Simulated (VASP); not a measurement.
**GW on SiC (Moissanite 3C)**

Wanted: how far GW moves the Kohn-Sham levels of SiC (Moissanite 3C). The cell is of the zinc-blende type, one of the forms listed for this formula. The start is a cell from a database of measured crystal structures.

Program: VASP 6.6.1. Level of theory: LDA; plane waves and PAW (Si_GW, C_GW), in the first sound run; inputs show where later runs differ. Results are calculated unless marked as measured.

## 1. The structure

The structure is cubic, space group F-43m (No. 216). Conventional cell: a = 4.358 Å, b = 4.358 Å, c = 4.358 Å, α = 90.00°, β = 90.00°, γ = 90.00°. Nearest to Si lie 4 C at 1.89 Å. Nearest to C lie 4 Si at 1.89 Å. Farther neighbours are not listed.

As a file:

```xyz
2
Lattice="0.0000 2.1790 2.1790 2.1790 0.0000 2.1790 2.1790 2.1790 0.0000" Properties=species:S:1:pos:R:3 pbc="T T T"
Si    0.0000    0.0000    0.0000
C     3.2685    3.2685    3.2685
```

## 2. Ground state

The orbitals come from a self-consistent LDA run. EDIFF is tight for accurate orbitals, and a narrow smearing avoids fractional occupations.

INCAR reads:

```
SYSTEM = SiC
PREC = Accurate
ENCUT = 440
EDIFF = 1E-08
NELM = 100
ISMEAR = 0
SIGMA = 0.01
LREAL = .FALSE.
ALGO = Normal
GGA = CA
NBANDS = 10
LORBIT = 11
LWAVE = .TRUE.
LCHARG = .FALSE.
KPAR = 4
```

POSCAR reads:

```
SiC
1.0
    0.0000000000      2.1790000000      2.1790000000
    2.1790000000      0.0000000000      2.1790000000
    2.1790000000      2.1790000000      0.0000000000
Si C
1 1
Direct
    0.0000000000      0.0000000000      0.0000000000
    0.7500000000      0.7500000000      0.7500000000
```

KPOINTS reads:

```
Automatic mesh
0
Gamma
7 7 7
0 0 0
```

PAW data sets: Si_GW and C_GW (LDA family, release 64).

The run is started by

```console
mpirun -np 4 vasp_std
```

The log of the run:

```text
[banner, memory and clock lines left out]
running    4 mpi-ranks, on    1 nodes
 distrk:  each k-point on    1 cores,    4 groups
 distr:  one band on    1 cores,    1 groups

 POSCAR found type information on POSCAR SiC
 POSCAR found :  2 types and       2 ions
 LDA part: xc-table for (Slater(with rela. corr.)+CA(PZ))
 , standard interpolation
 POSCAR, INCAR and KPOINTS ok, starting setup
 FFT: planning ... GRIDC
 FFT: planning ... GRID_SOFT
 FFT: planning ... GRID
 WAVECAR not read
 entering main loop
       N       E                     dE             d eps       ncg     rms          rms(c)
DAV:   1     0.132182705214E+01    0.13218E+01   -0.45874E+03   460   0.766E+02
DAV:   2    -0.182212229263E+02   -0.19543E+02   -0.18615E+02   594   0.136E+02
DAV:   3    -0.186886186932E+02   -0.46740E+00   -0.46606E+00   506   0.153E+01
DAV:   4    -0.186958645608E+02   -0.72459E-02   -0.72441E-02   540   0.236E+00
DAV:   5    -0.186961856980E+02   -0.32114E-03   -0.32113E-03   538   0.370E-01    0.718E+00
DAV:   6    -0.167385639232E+02    0.19576E+01   -0.75838E+00   568   0.169E+01    0.208E+00
DAV:   7    -0.166574582166E+02    0.81106E-01   -0.28564E-01   514   0.338E+00    0.113E+00
DAV:   8    -0.166345412017E+02    0.22917E-01   -0.31432E-02   552   0.153E+00    0.914E-02
DAV:   9    -0.166343738465E+02    0.16736E-03   -0.15343E-03   554   0.272E-01    0.391E-02
DAV:  10    -0.166343828994E+02   -0.90529E-05   -0.10351E-04   550   0.718E-02    0.822E-03
DAV:  11    -0.166343822360E+02    0.66346E-06   -0.59807E-06   550   0.190E-02    0.183E-03
DAV:  12    -0.166343821715E+02    0.64441E-07   -0.43102E-07   524   0.444E-03    0.268E-04
DAV:  13    -0.166343821774E+02   -0.58458E-08   -0.43667E-09   320   0.845E-04
   1 F= -.16634382E+02 E0= -.16634382E+02  d E =-.342262E-35
 writing wavefunctions
```

The job ended after 5 s (4 MPI ranks of AMD EPYC 7R43, shared host; peak memory 0.38 GiB).

The logs omit lines about the potential files and the build; timing stands in the text.

OUTCAR, selected parts (step 2):

```text
ion  position               nearest neighbor table
   1  0.000  0.000  0.000-   2 1.89   2 1.89   2 1.89   2 1.89
   2  0.750  0.750  0.750-   1 1.89   1 1.89   1 1.89   1 1.89

  LATTYP: Found a face centered cubic cell.
 ALAT       =     4.3580000000

 Subroutine GETGRP returns: Found 24 space group operations
 (whereof 24 operations were pure point group operations)

The static configuration has the point symmetry T_d .

 Found     20 irreducible k-points:

   k-points           NKPTS =     20   k-points in BZ     NKDIM =     20   number of bands    NBANDS=     10

   dimension x,y,z NGX =    24 NGY =   24 NGZ =   24
   dimension x,y,z NGXF=    48 NGYF=   48 NGZF=   48

   ENCUT  =  440.0 eV  32.34 Ry    5.69 a.u.   5.27  5.27  5.27*2*pi/ulx,y,z

   NELECT =       8.0000    total number of electrons

 k-points in reciprocal lattice and weights: Automatic mesh
   0.00000000  0.00000000  0.00000000       0.003
   0.14285714  0.00000000  0.00000000       0.023
   0.28571429  0.00000000  0.00000000       0.023
   0.42857143  0.00000000  0.00000000       0.023
   0.14285714  0.14285714  0.00000000       0.017
   0.28571429  0.14285714  0.00000000       0.070
   0.42857143  0.14285714  0.00000000       0.070
  -0.42857143  0.14285714  0.00000000       0.070
  -0.28571429  0.14285714  0.00000000       0.070
[...]
-0.42857143  0.42857143  0.14285714       0.070
  -0.28571429  0.42857143  0.14285714       0.070

 average (electrostatic) potential at core
       1 -65.7574       2 -49.3762

 E-fermi :   7.8295

 k-point     1 :       0.0000    0.0000    0.0000
  band No.  band energies     occupation
      1      -7.5814      2.00000
      2       7.7448      2.00000
      3       7.7448      2.00000
      4       7.7448      2.00000
      5      14.0285      0.00000
      6      14.9296      0.00000
      7      14.9296      0.00000
      8      14.9296      0.00000
      9      22.1919      0.00000
    ...

 k-point     2 :       0.1429    0.0000    0.0000
  band No.  band energies     occupation
      1      -7.1829      2.00000
      2       5.9026      2.00000
      3       7.4871      2.00000
      4       7.4871      2.00000
      5      14.1360      0.00000
      6      15.3561      0.00000
      7      15.3561      0.00000
      8      15.7117      0.00000
      9      20.7991      0.00000
    ...

 k-point     3 :       0.2857    0.0000    0.0000
  band No.  band energies     occupation
      1      -6.0272      2.00000
      2       2.6407      2.00000
      3       7.0231      2.00000
      4       7.0231      2.00000
      5      13.5363      0.00000
      6      15.4515      0.00000
      7      15.4515      0.00000
      8      17.2888      0.00000
      9      21.1594      0.00000
    ...

  Total       -0.6852069     -0.6852069     -0.6852069     -0.0000000      0.0000000     -0.0000000
  in kB      -53.0555291    -53.0555291    -53.0555291     -0.0000000      0.0000000     -0.0000000
  external PRESSURE =     -53.0555291 kB  Pullay stress =       0.0000000 kB

  energy-cutoff  :      440.00
  volume of cell :       20.69
      direct lattice vectors                 reciprocal lattice vectors
     0.000000000  2.179000000  2.179000000    -0.229463056  0.229463056  0.229463056
     2.179000000  0.000000000  2.179000000     0.229463056 -0.229463056  0.229463056
     2.179000000  2.179000000  0.000000000     0.229463056  0.229463056 -0.229463056

 POSITION                                       TOTAL-FORCE (eV/Angst)
 -----------------------------------------------------------------------------------
      0.00000      0.00000      0.00000        -0.000000     -0.000000     -0.000000
      3.26850      3.26850      3.26850         0.000000      0.000000      0.000000
 -----------------------------------------------------------------------------------
    total drift:                                0.000000      0.000000     -0.000000

  FREE ENERGIE OF THE ION-ELECTRON SYSTEM (eV)
  ---------------------------------------------------
  free  energy   TOTEN  =       -16.6343821774 eV

  energy  without entropy=      -16.6343821774  energy(sigma->0) =      -16.63438218

 total charge
# of ion       s       p       d       tot
------------------------------------------
    1        0.693   0.958   0.208   1.858
    2        0.804   1.682   0.000   2.485
--------------------------------------------------
tot          1.496   2.639   0.208   4.344

[... 3 further parts left out ...]
```

The gap is read on the k-mesh alone, so it is an upper bound where the band edges lie off the mesh.

A gap read on the k-mesh alone can miss the band edges.

Numbers from this step:

- free energy (TOTEN): -16.63 eV
- Fermi energy: 7.830 eV
- pressure: -5.306 GPa
- gap on the k-mesh: 1.537 eV
- least direct gap on the k-mesh: 4.630 eV

The cell has a gap of 1.54 eV on this mesh and a pressure of -5.3 GPa, which holds the misfit of the given cell and coordinates with this functional, and any error of cutoff, mesh and data sets.

## 3. Empty bands

ALGO = Exact makes the empty bands from the converged ground state in one step. LOPTICS writes the k-derivatives of the orbitals (WAVEDER), which give the long-wavelength limit of the screening.

INCAR reads:

```
SYSTEM = SiC
PREC = Accurate
ENCUT = 440
ISMEAR = 0
SIGMA = 0.01
LREAL = .FALSE.
GGA = CA
NBANDS = 20
ALGO = Exact
NELM = 1
LWAVE = .TRUE.
LCHARG = .FALSE.
LOPTICS = .TRUE.
NEDOS = 1000
CSHIFT = 0.1
```

POSCAR is that of step 2.

KPOINTS is that of step 2.

The run is started by

```console
mpirun -np 4 vasp_std
```

The log of the run:

```text
[banner, memory and clock lines left out]
running    4 mpi-ranks, on    1 nodes
 distrk:  each k-point on    4 cores,    1 groups
 distr:  one band on    1 cores,    4 groups

 POSCAR found type information on POSCAR SiC
 POSCAR found :  2 types and       2 ions
 LDA part: xc-table for (Slater(with rela. corr.)+CA(PZ))
 , standard interpolation
 found WAVECAR, reading the header
  number of bands has changed, file:    10 present:    20
  trying to continue reading WAVECAR, but it might fail
 POSCAR, INCAR and KPOINTS ok, starting setup
 FFT: planning ... GRIDC
 FFT: planning ... GRID_SOFT
 FFT: planning ... GRID
 reading WAVECAR
 random initialization beyond band           10
 the WAVECAR file was read successfully
 initial charge from wavefunction
 entering main loop
       N       E                     dE             d eps       ncg     rms          rms(c)
DIA:   1    -0.166343821791E+02   -0.16634E+02    0.00000E+00     0   0.000E+00
   1 F= -.16634382E+02 E0= -.16634382E+02  d E =-.103503E-28
 writing wavefunctions
 optical routines
 imaginary and real dielectric function
 recalculating local potential from charge density
 direction            1
 direction            2
 direction            3
```

Elapsed: 7 s, on 4 MPI ranks; peak memory 0.35 GiB.

OUTCAR, selected parts (step 3):

```text
The static configuration has the point symmetry T_d .

 Found     20 irreducible k-points:

   k-points           NKPTS =     20   k-points in BZ     NKDIM =     20   number of bands    NBANDS=     20

   NELECT =       8.0000    total number of electrons

 E-fermi :   7.8202

 k-point     3 :       0.2857    0.0000    0.0000
  band No.  band energies     occupation
      1      -6.0272      2.00000
      2       2.6408      2.00000
      3       7.0231      2.00000
      4       7.0231      2.00000
      5      13.5363      0.00000
      6      15.4515      0.00000
      7      15.4515      0.00000
      8      17.2888      0.00000
      9      21.1594      0.00000
    ...

 k-point     4 :       0.4286    0.0000    0.0000
  band No.  band energies     occupation
      1      -4.3990      2.00000
      2      -0.2226      2.00000
      3       6.7255      2.00000
      4       6.7255      2.00000
      5      13.1720      0.00000
      6      14.9556      0.00000
      7      14.9556      0.00000
      8      17.6628      0.00000
      9      23.4186      0.00000
    ...

  Total       -0.6852123     -0.6852123     -0.6852123      0.0000000     -0.0000000     -0.0000000
  in kB      -53.0559443    -53.0559443    -53.0559443      0.0000000     -0.0000000     -0.0000000
  external PRESSURE =     -53.0559443 kB  Pullay stress =       0.0000000 kB

 POSITION                                       TOTAL-FORCE (eV/Angst)
 -----------------------------------------------------------------------------------
      0.00000      0.00000      0.00000         0.000000      0.000000      0.000000
      3.26850      3.26850      3.26850        -0.000000      0.000000     -0.000000
 -----------------------------------------------------------------------------------
    total drift:                                0.000000      0.000000     -0.000000

  FREE ENERGIE OF THE ION-ELECTRON SYSTEM (eV)
  ---------------------------------------------------
  free  energy   TOTEN  =       -16.6343821791 eV

  energy  without entropy=      -16.6343821791  energy(sigma->0) =      -16.63438218

 plasma frequency squared (from intraband transitions) (eV^2)
  --------------------------------------------------------------------------------------
       0.000       0.000       0.000
       0.000       0.000       0.000
       0.000       0.000       0.000

[... 10 parts as in an earlier step ...]

[... 2 further parts left out ...]
```

WAVECAR now holds 20 bands for 8 electrons. Its independent-particle dielectric tensor has xx, yy, zz = 7.6, 7.6, 7.6 on this mesh, which isn't tested for convergence in mesh or bands and lacks local fields.

(Continued in part 2 of 3.)

[Lines on the potential files, build, host, timing and source positions are cut from VASP's logs without a mark.]

[Logs are printed without paths, hosts, clocks, repeated set-up lines and the standing remarks that a program may print on its own settings, such as how far it seeks lower states.]

[Hosts, paths, dates, database ids (printed as entryN), source tags and the programs' standing remarks are cut or masked in the printed files.]

[Pressures printed for these runs are not shown converged in the cutoff: they can be off by several GPa and have the wrong sign.]
